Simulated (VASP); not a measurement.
These are AM05 GGA, VASP's PBE PAW potentials (set 64) (plane waves; VASP 6.6.1) values and carry that method's errors.

The input files of a VASP run:

File KPOINTS:
```
Regular mesh
0
G
 11 11 11
```

### POSCAR
```
BAs
1
   -0.0000000000     2.3876829634     2.3876829634
    2.3876829634     0.0000000000     2.3876829634
    2.3876829634     2.3876829634    -0.0000000000
B As
1 1
Direct
  0.0000000000   0.0000000000   0.0000000000
  0.2500000000   0.2500000000   0.2500000000
```

### INCAR
```
ALGO  =  Normal
EDIFF  =  1E-7
ENCUT  =  520
GGA  =  AM
ISIF  =  2
ISMEAR  =  -5
LASPH  =  .True.
LCHARG  =  .True.
LMAXMIX  =  4
LORBIT  =  11
LREAL  =  .False.
LWAVE  =  .False.
NEDOS  =  601
NELM  =  100
PREC  =  Accurate
SYSTEM  =  BAs
```

POTCAR, in this order: B As (PBE.64 set). Program: vasp_std.

Output

File OUTCAR:
```
 ion  position               nearest neighbor table
   1  0.000  0.000  0.000-   2 2.07   2 2.07   2 2.07   2 2.07
   2  0.250  0.250  0.250-   1 2.07   1 2.07   1 2.07   1 2.07
  LATTYP: Found a face centered cubic cell.
 ALAT       =     4.7753659268
 Subroutine PRICEL returns:
 Original cell was already a primitive cell.
 Subroutine GETGRP returns: Found 24 space group operations
The static configuration has the point symmetry T_d .
The dynamic configuration has the point symmetry T_d .
 Subroutine INISYM returns: Found 24 space group operations
 Subroutine IBZKPT returns following result:
 Found     56 irreducible k-points:

 Following reciprocal coordinates:
            Coordinates               Weight
  0.000000  0.000000  0.000000      1.000000
  0.090909  0.000000  0.000000      8.000000
  0.181818  0.000000  0.000000      8.000000
  0.272727  0.000000  0.000000      8.000000
  0.363636  0.000000  0.000000      8.000000
  0.454545  0.000000  0.000000      8.000000
  0.090909  0.090909  0.000000      6.000000
  0.181818  0.090909  0.000000     24.000000
  0.272727  0.090909  0.000000     24.000000
  0.363636  0.090909  0.000000     24.000000
  0.454545  0.090909  0.000000     24.000000
 -0.454545  0.090909  0.000000     24.000000
 -0.363636  0.090909  0.000000     24.000000
 -0.272727  0.090909  0.000000     24.000000
 -0.181818  0.090909  0.000000     24.000000
 -0.090909  0.090909  0.000000     12.000000
  0.181818  0.181818  0.000000      6.000000
  0.272727  0.181818  0.000000     24.000000
  0.363636  0.181818  0.000000     24.000000
  0.454545  0.181818  0.000000     24.000000
 -0.454545  0.181818  0.000000     24.000000
 -0.363636  0.181818  0.000000     24.000000
 -0.272727  0.181818  0.000000     24.000000
 -0.181818  0.181818  0.000000     12.000000
...
```

**OSZICAR**
```
       N       E                     dE             d eps       ncg     rms          rms(c)
DAV:   1     0.132381358719E+02    0.13238E+02   -0.39932E+03   896   0.886E+02
DAV:   2    -0.121187485187E+02   -0.25357E+02   -0.25094E+02  1376   0.108E+02
DAV:   3    -0.124597487657E+02   -0.34100E+00   -0.34100E+00  1008   0.170E+01
DAV:   4    -0.124602310309E+02   -0.48227E-03   -0.48227E-03  1344   0.682E-01
DAV:   5    -0.124602312063E+02   -0.17540E-06   -0.17540E-06  1024   0.947E-03    0.481E+00
DAV:   6    -0.119577859129E+02    0.50245E+00   -0.14758E+00   920   0.617E+00    0.245E+00
DAV:   7    -0.118951534239E+02    0.62632E-01   -0.19579E-01  1280   0.264E+00    0.902E-01
DAV:   8    -0.118883747668E+02    0.67787E-02   -0.19150E-02   944   0.983E-01    0.104E-01
DAV:   9    -0.118887412205E+02   -0.36645E-03   -0.63294E-04  1192   0.205E-01    0.554E-02
DAV:  10    -0.118889453410E+02   -0.20412E-03   -0.32639E-04  1128   0.136E-01    0.165E-02
DAV:  11    -0.118889495891E+02   -0.42481E-05   -0.16808E-05  1280   0.291E-02    0.112E-02
DAV:  12    -0.118889498170E+02   -0.22791E-06   -0.25351E-06  1000   0.133E-02    0.245E-03
DAV:  13    -0.118889498743E+02   -0.57286E-07   -0.42785E-08   920   0.172E-03
   1 F= -.11888950E+02 E0= -.11888950E+02  d E =0.000000E+00
```

### OUTCAR
```
------------------------ aborting loop because EDIFF is reached ----------------------------------------
  FORCE on cell =-STRESS in cart. coord.  units (eV):
  Direction    XX          YY          ZZ          XY          YZ          ZX
  --------------------------------------------------------------------------------------
  Total       -0.0000340     -0.0000340     -0.0000340     -0.0000000     -0.0000000      0.0000000
  in kB       -0.0020009     -0.0020009     -0.0020009     -0.0000000     -0.0000000      0.0000000
  external PRESSURE =      -0.0020009 kB  Pullay stress =       0.0000000 kB
  volume of cell :       27.22
      direct lattice vectors                 reciprocal lattice vectors
     0.000000000  2.387682963  2.387682963    -0.209408036  0.209408036  0.209408036
     2.387682963  0.000000000  2.387682963     0.209408036 -0.209408036  0.209408036
     2.387682963  2.387682963  0.000000000     0.209408036  0.209408036 -0.209408036
  FREE ENERGIE OF THE ION-ELECTRON SYSTEM (eV)
  ---------------------------------------------------
  free  energy   TOTEN  =       -11.8889498743 eV

  energy  without entropy=      -11.8889498743  energy(sigma->0) =      -11.88894987

 total charge

# of ion       s       p       d       tot
------------------------------------------
    1        0.654   1.173   0.000   1.827
    2        1.174   1.667   0.088   2.929
--------------------------------------------------
tot          1.828   2.839   0.088   4.755
```
(Selected blocks of OUTCAR.)

The compound is BAs in the zinc blende structure. It was relaxed first.
